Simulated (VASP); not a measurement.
**Sn2C: relaxation of cell and atoms with PBE**

The system is Sn2C.

```
Sn C
1.0
     3.50591    0.00000    0.00000
    -1.75296    3.03621    0.00000
     0.00000    0.00000   11.74686
Sn C
4 2
Direct
  0.33333 0.66667 0.15598
  0.66667 0.33333 0.84402
  0.66667 0.33333 0.38140
  0.33333 0.66667 0.61860
  0.00000 0.00000 0.05896
  0.00000 0.00000 0.94104
```

The cell was built by a generator and needn't be a form met in nature.

```json
{"Program": "VASP 6.6.1", "Task": "relaxation of cell and atoms", "Functional": "PBE", "Potentials or basis": "VASP PAW PBE potentials, release 64 (Sn_d, C)", "Cutoff": "520 eV", "k mesh": "10 × 10 × 4", "Occupations": "gaussian, width 0.1 eV", "Spin": "no spin polarisation", "Further INCAR settings": "ALGO = Normal; EDIFF = 1e-07; IBRION = 2; POTIM = 0.3; EDIFFG = -0.005; NSW = 60; ISIF = 3"}
```

```json
{
 "Pressure after relaxing": "0.0 GPa",
 "Band gap on the k mesh": "none (metal or under the smearing width)"
}
```

Final structure:
```
Sn C
1.0
     3.50591    0.00000    0.00000
    -1.75296    3.03621    0.00000
     0.00000    0.00000   11.74686
Sn C
4 2
Direct
  0.33333 0.66667 0.15598
  0.66667 0.33333 0.84402
  0.66667 0.33333 0.38140
  0.33333 0.66667 0.61860
  0.00000 0.00000 0.05896
  0.00000 0.00000 0.94104
```

Levels at points of the mesh, in eV from the Fermi level:
```tsv
k point	band 28	band 29	band 30	band 31	band 32	band 33	band 34	band 35	band 36	band 37
(0.00, 0.00, 0.00)	-3.03	-2.87	1.38	1.69	1.69	2.42	3.34	4.95	4.95	5.48
(0.50, 0.00, 0.00)	-4.03	-3.53	-3.49	-2.31	-0.20	0.27	0.89	1.41	2.04	2.92
(0.00, 0.00, 0.50)	-3.03	-1.63	0.60	1.69	1.69	1.98	4.95	4.95	4.96	5.38
(0.50, 0.00, 0.50)	-4.35	-4.03	-2.90	-1.08	-0.68	-0.22	0.04	1.49	2.29	3.18
```

It took 35 s on 4 MPI ranks on Intel(R) Xeon(R) 6975P-C (Granite Rapids) (shared host), peak memory 0.37 GiB a rank.

Caveat: the relaxation stopped at its first step, so nothing moved.
